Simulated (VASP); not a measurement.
Input of a VASP 6.6.1 run:

INCAR

```
PREC = Accurate
ENCUT = 300
EDIFF = 1E-6
ISMEAR = 1
SIGMA = 0.1
LREAL = False
LASPH = True
NELM = 80
ALGO = Normal
ISIF = 3
LWAVE = False
LCHARG = False
GGA = PE
IBRION = 2
NSW = 90
EDIFFG = -0.01
```

KPOINTS

```
regular mesh
0
Gamma
  8 8 4
```

File POSCAR:

```
Zr
1.0
    3.2320000000      0.0000000000      0.0000000000
   -1.6160000000      2.7989941050      0.0000000000
    0.0000000000      0.0000000000      5.1470000000
Zr
2
Direct
    0.3333333333      0.6666666667      0.2500000000
    0.6666666667      0.3333333333      0.7500000000
```

Potentials or basis: VASP PAW PBE potentials, release 64 (Zr_sv).

Command:

```bash
$ cat potpaw_PBE.64/Zr_sv/POTCAR > POTCAR
$ mpirun -np 1 vasp_std > vasp.out
```

(1) What does it give for the space group after relaxing (to 0.05 Å)?

(2) Estimate the band gap on the k mesh.

Answers

(1) P6_3/mmc (No. 194).

(2) none (metal or under the smearing width).
